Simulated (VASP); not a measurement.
Here is a VASP 6.6.1 calculation.

File POSCAR:

```
BaTiO3                                  
1.0
    3.9965374438      0.0000000000      0.0000000000
    0.0000000000      3.9965374438      0.0000000000
    0.0000000000      0.0000000000      4.2194901027
  Ba              Ti              O             
     1     1     3
Direct
     0.5000000000000000    0.5000000000000000    0.5897714823185041
     0.0000000000000000    0.0000000000000000    0.1086709239354562
     0.0000000000000000    0.5000000000000000    0.0612164646736844
     0.5000000000000000    0.0000000000000000    0.0612164646736844
     0.0000000000000000    0.0000000000000000    0.5391216543986843
```

File INCAR.step1:

```
SYSTEM = BaTiO3
  PREC = Accurate
  ENCUT = 450
  EDIFF = 1E-6
  ISMEAR = 0
  SIGMA = 0.02
  LREAL = .FALSE.
  LASPH = .TRUE.
  NELM = 120
  ALGO = Normal
  ISIF = 2
  LWAVE = .FALSE.
  LCHARG = .TRUE.
  LMAXMIX = 4
  GGA = PE
  NBANDS = 28
  KPAR = 4
```

The input KPOINTS.step1:

```
regular mesh
0
G
  8 8 8
  0 0 0
```

Contents of INCAR.step2:

```
SYSTEM = BaTiO3
  PREC = Accurate
  ENCUT = 450
  EDIFF = 1E-6
  ISMEAR = 0
  SIGMA = 0.05
  LREAL = .FALSE.
  LASPH = .TRUE.
  NELM = 120
  ALGO = Normal
  ISIF = 2
  LWAVE = .FALSE.
  LCHARG = .FALSE.
  LMAXMIX = 4
  GGA = PE
  NBANDS = 28
  KPAR = 4
  ICHARG = 11
```

Contents of KPOINTS.step2:

```
path GXMGZRAZ,XR,MA
20
line-mode
reciprocal
 0.0000000000  0.0000000000  0.0000000000  G
 0.0000000000  0.5000000000  0.0000000000  X

 0.0000000000  0.5000000000  0.0000000000  X
 0.5000000000  0.5000000000  0.0000000000  M

 0.5000000000  0.5000000000  0.0000000000  M
 0.0000000000  0.0000000000  0.0000000000  G

 0.0000000000  0.0000000000  0.0000000000  G
 0.0000000000  0.0000000000  0.5000000000  Z

 0.0000000000  0.0000000000  0.5000000000  Z
 0.0000000000  0.5000000000  0.5000000000  R

 0.0000000000  0.5000000000  0.5000000000  R
 0.5000000000  0.5000000000  0.5000000000  A

 0.5000000000  0.5000000000  0.5000000000  A
 0.0000000000  0.0000000000  0.5000000000  Z

 0.0000000000  0.5000000000  0.0000000000  X
 0.0000000000  0.5000000000  0.5000000000  R

 0.5000000000  0.5000000000  0.0000000000  M
 0.5000000000  0.5000000000  0.5000000000  A
```

Potentials or basis: VASP PAW PBE potentials, release 64 (Ba_sv, Ti_sv, O).

Launch:

```sh
$ cat potpaw_PBE.64/Ba_sv/POTCAR potpaw_PBE.64/Ti_sv/POTCAR potpaw_PBE.64/O/POTCAR > POTCAR
$ cp INCAR.step1 INCAR
$ cp KPOINTS.step1 KPOINTS
$ mpirun -np 4 vasp_std > vasp.out
$ cp INCAR.step2 INCAR
$ cp KPOINTS.step2 KPOINTS
$ mpirun -np 4 vasp_std > vasp.out
```

Problem. Estimate the band gap on the k mesh.

Solution. 1.77 eV, indirect (least direct gap 2.34 eV).

Problem. Predict the band gap along the path.

Solution. 1.77 eV, indirect (least direct gap 2.34 eV).

Levels at the corners of the path, in eV from the valence-band top:
| point | band 18 | band 19 | band 20 | band 21 | band 22 | band 23 |
| --- | --- | --- | --- | --- | --- | --- |
| Γ | -0.95 | -0.57 | -0.57 | 1.77 | 2.40 | 2.40 |
| X | -1.71 | -1.59 | -1.35 | 2.47 | 3.38 | 3.48 |
| X | -1.71 | -1.59 | -1.35 | 2.47 | 3.38 | 3.48 |
| M | -1.18 | -1.18 | -0.06 | 3.52 | 3.52 | 3.85 |
| M | -1.18 | -1.18 | -0.06 | 3.52 | 3.52 | 3.85 |
| Γ | -0.95 | -0.57 | -0.57 | 1.77 | 2.40 | 2.40 |
| Γ | -0.95 | -0.57 | -0.57 | 1.77 | 2.40 | 2.40 |
| Z | -1.97 | -0.74 | -0.74 | 1.89 | 3.38 | 3.38 |
| Z | -1.97 | -0.74 | -0.74 | 1.89 | 3.38 | 3.38 |
| R | -1.19 | -1.10 | -0.54 | 3.39 | 3.42 | 3.65 |
| R | -1.19 | -1.10 | -0.54 | 3.39 | 3.42 | 3.65 |
| A | -0.47 | -0.47 | 0.00 | 3.89 | 3.89 | 4.01 |
| A | -0.47 | -0.47 | 0.00 | 3.89 | 3.89 | 4.01 |
| Z | -1.97 | -0.74 | -0.74 | 1.89 | 3.38 | 3.38 |
| X | -1.71 | -1.59 | -1.35 | 2.47 | 3.38 | 3.48 |
| R | -1.19 | -1.10 | -0.54 | 3.39 | 3.42 | 3.65 |
| M | -1.18 | -1.18 | -0.06 | 3.52 | 3.52 | 3.85 |
| A | -0.47 | -0.47 | 0.00 | 3.89 | 3.89 | 4.01 |

Caveat: the log is that of the step along the path at fixed density, whose energy, stress, charges and moments have no meaning; spin-orbit coupling is left out, which moves the levels of the heavy elements. A hybrid or GW would open this gap; PBE tends to underestimate it.
